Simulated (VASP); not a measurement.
Crystal: Ni.

```xyz
1
Lattice="0.0000 1.7756 1.7756 1.7756 0.0000 1.7756 1.7756 1.7756 0.0000" Properties=species:S:1:pos:R:3 pbc="T T T"
Ni    0.0000    0.0000    0.0000
```

```yaml
Program: VASP 6.6.1
Task: relaxation of cell and atoms
Functional: PBEsol
Potentials_or_basis: VASP PAW PBE potentials, release 64 (Ni)
Cutoff: 600 eV
k_mesh: 20 × 20 × 20
Occupations: gaussian, width 0.1 eV
Spin: no spin polarisation
```

At the start: pressure -15.5 GPa; volume 11.20 Å³/atom.

Question: Where does the relaxation end?

Answer: Over 6 steps the energy falls by 46.0 meV/atom and the volume is 10.32 Å³/atom (-7.8 %); space group Fm-3m (No. 225, to 0.05 Å).

The path:
| step | energy change (eV) | largest force (eV/Å) | pressure (GPa) | volume (Å³) |
| --- | --- | --- | --- | --- |
| 1 | 0.0000 | 0.0000 | -15.46 | 11.20 |
| 2 | 0.0043 | 0.0000 | 22.21 | 9.54 |
| 3 | -0.0460 | 0.0000 | -0.26 | 10.33 |
| 4 | -0.0460 | 0.0000 | 0.13 | 10.31 |
| 5 | -0.0460 | 0.0000 | -0.12 | 10.32 |
| 6 | -0.0460 | 0.0000 | 0.02 | 10.32 |

Final structure:
```
Ni
1.0
     0.00000    1.72796    1.72796
     1.72796    0.00000    1.72796
     1.72796    1.72796    0.00000
Ni
1
Direct
  0.00000 0.00000 0.00000
```

Caveat: the PAW data sets were made with another functional, which shifts forces and pressure a little; the run has no spin polarisation, though such a crystal can be magnetic.
